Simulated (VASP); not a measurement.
Write the native input for VASP 6.6.1 that does the following.

```
Task                   : relaxation of cell and atoms
Functional             : LDA
Potentials or basis    : VASP PAW LDA potentials, release 64 (Ta_pv, Ni, O)
Cutoff                 : 600 eV
k mesh                 : 6 × 5 × 4
Occupations            : fermi-dirac, width 0.05 eV
Spin                   : collinear spin, ferromagnetic start
Starting moments       : [0.0, 0.0, 0.0, 0.0, 1.0, 0.0, 0.0, 0.0, 0.0, 0.0, 0.0, 0.0, 0.0, 0.0, 0.0, 0.0] μB
Further INCAR settings : ALGO = Normal; EDIFF = 1e-06; IBRION = 2; EDIFFG = -0.01; NSW = 40; ISIF = 3
```

The structure of Ta4NiO11 lies in POSCAR:

```
Ta4NiO11
1.0
    4.7708900000      0.0000000000      0.0051300000
    0.0000000000      5.8245400000      0.0000000000
   -1.9862800000      0.0000000000      7.2505100000
Ta Ni O
4 1 11
Direct
    0.6133900000      0.5000000000      0.7604200000
    0.3866100000      0.5000000000      0.2395800000
    0.1661500000      0.0000000000      0.7987500000
    0.8338500000      0.0000000000      0.2012500000
    0.5000000000      0.0000000000      0.5000000000
    0.3327800000      0.7991300000      0.6505300000
    0.6672200000      0.7991300000      0.3494700000
    0.9004700000      0.2578600000      0.8071800000
    0.0995300000      0.2578600000      0.1928200000
    0.6672200000      0.2008700000      0.3494700000
    0.3327800000      0.2008700000      0.6505300000
    0.0995300000      0.7421400000      0.1928200000
    0.9004700000      0.7421400000      0.8071800000
    0.5000000000      0.5000000000      0.0000000000
    0.5000000000      0.0000000000      0.0000000000
    0.5000000000      0.5000000000      0.5000000000
```

The cell was built by a generator and needn't be a form met in nature.

These files were run (other wordings do the same):

INCAR

```
SYSTEM = Ta4NiO11
PREC = Accurate
ENCUT = 600
EDIFF = 1E-6
ISMEAR = -1
SIGMA = 0.05
LREAL = .False.
LASPH = .True.
NELM = 100
ALGO = Normal
ISIF = 3
LWAVE = .False.
LCHARG = .False.
ISPIN = 2
MAGMOM = 0 0 0 0 1 0 0 0 0 0 0 0 0 0 0 0
LORBIT = 11
LMAXMIX = 4
GGA = CA
IBRION = 2
NSW = 40
EDIFFG = -0.01
KPAR = 4
```

KPOINTS

```
regular mesh
0
Gamma
  6 5 4
  0 0 0
```

Potentials or basis: VASP PAW LDA potentials, release 64 (Ta_pv, Ni, O).

Command:

```sh
$ cat potpaw_LDA.64/Ta_pv/POTCAR potpaw_LDA.64/Ni/POTCAR potpaw_LDA.64/O/POTCAR > POTCAR
$ mpirun -np 4 vasp_std > vasp.out
```

Results of the run:

The relaxed volume is 11.94 Å³/atom and the relaxed cell is a = 4.651 Å, b = 5.744 Å, c = 7.442 Å, α = 90.00°, β = 106.10°, γ = 90.00°. The space group after relaxing (to 0.05 Å) is P2/m (No. 10), the energy gained by relaxing is 21.4 meV/atom and the ionic steps are 26. The pressure after relaxing is 0.0 GPa and the largest force after relaxing is 0.007 eV/Å. The band gap on the k mesh is 0.94 eV, indirect (least direct gap 0.97 eV) and the net moment is 0.00 μB per cell. The valence electrons inside the program's atomic spheres are Ta 8.86, 9.03; Ni 9.33; O 5.04, 5.06, 5.03, 5.10, 5.13.

Caveat: spin-orbit coupling is left out, which moves the levels of the heavy elements; an odd mesh through Γ misses points on the zone boundary, where band edges often lie.

Wall time 93 min on 4 MPI ranks on Intel(R) Xeon(R) Platinum 8488C (Sapphire Rapids) (shared host), peak memory 1 GiB a rank.
